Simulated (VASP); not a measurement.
OSZICAR of a VASP run on Au (space group Im-3m):

File OSZICAR:
```
       N       E                     dE             d eps       ncg     rms          rms(c)
DAV:   1    -0.184798532638E+02   -0.18480E+02   -0.50365E+03  2217   0.885E+02
DAV:   2    -0.543234993968E+02   -0.35844E+02   -0.33641E+02  1929   0.173E+02
DAV:   3    -0.545859522468E+02   -0.26245E+00   -0.26235E+00  2097   0.155E+01
DAV:   4    -0.545869093771E+02   -0.95713E-03   -0.95711E-03  2048   0.102E+00
DAV:   5    -0.545869180045E+02   -0.86274E-05   -0.86282E-05  2015   0.959E-02    0.861E+00
DAV:   6    -0.502321966668E+02    0.43547E+01   -0.55561E+00  1882   0.226E+01    0.654E+00
DAV:   7    -0.505342389920E+02   -0.30204E+00   -0.50011E-01  1888   0.515E+00    0.389E+00
DAV:   8    -0.505480389852E+02   -0.13800E-01   -0.11329E-01  1883   0.242E+00    0.389E-01
DAV:   9    -0.505695455730E+02   -0.21507E-01   -0.29784E-02  1891   0.128E+00    0.347E-02
DAV:  10    -0.505703032926E+02   -0.75772E-03   -0.12655E-03  1895   0.345E-01    0.345E-02
DAV:  11    -0.505704546003E+02   -0.15131E-03   -0.42965E-04  1944   0.158E-01    0.357E-02
DAV:  12    -0.505704660003E+02   -0.11400E-04   -0.29265E-05  1900   0.562E-02    0.882E-03
DAV:  13    -0.505704729436E+02   -0.69432E-05   -0.61695E-06  1958   0.252E-02    0.346E-03
DAV:  14    -0.505704742127E+02   -0.12692E-05   -0.38634E-06  1961   0.144E-02    0.108E-03
DAV:  15    -0.505704745539E+02   -0.34111E-06   -0.22091E-07  1995   0.460E-03    0.898E-04
DAV:  16    -0.505704745957E+02   -0.41825E-07   -0.18698E-07  1889   0.359E-03    0.119E-04
DAV:  17    -0.505704747267E+02   -0.13101E-06   -0.10664E-08  1684   0.121E-03    0.118E-04
DAV:  18    -0.505704746933E+02    0.33364E-07   -0.26630E-09   942   0.440E-04    0.244E-05
DAV:  19    -0.505704747054E+02   -0.12068E-07   -0.72169E-11   939   0.112E-04    0.111E-05
DAV:  20    -0.505704746983E+02    0.70847E-08   -0.30170E-11   939   0.638E-05
   1 F= -.50570475E+02 E0= -.50570591E+02  d E =-.505705E+02
```

Task: Which electronic solver shows in the log?

Result: It is blocked Davidson (ALGO = Normal, or the opening steps of other solvers). The INCAR had ALGO = Normal.

Task: Can the final energy be trusted as converged?

Result: Self-consistency was reached. It stopped with EDIFF = 1E-8, NELM = 100, NSW = 30 and EDIFFG = -0.001 after 1 ionic step (r2SCAN meta-GGA, plane waves, VASP's PBE PAW potentials (set 64)).

The structure comes from a computed database's Au entry (Im-3m); how it stands against other phases isn't given here. It was relaxed first. The start is the result of an earlier pass.
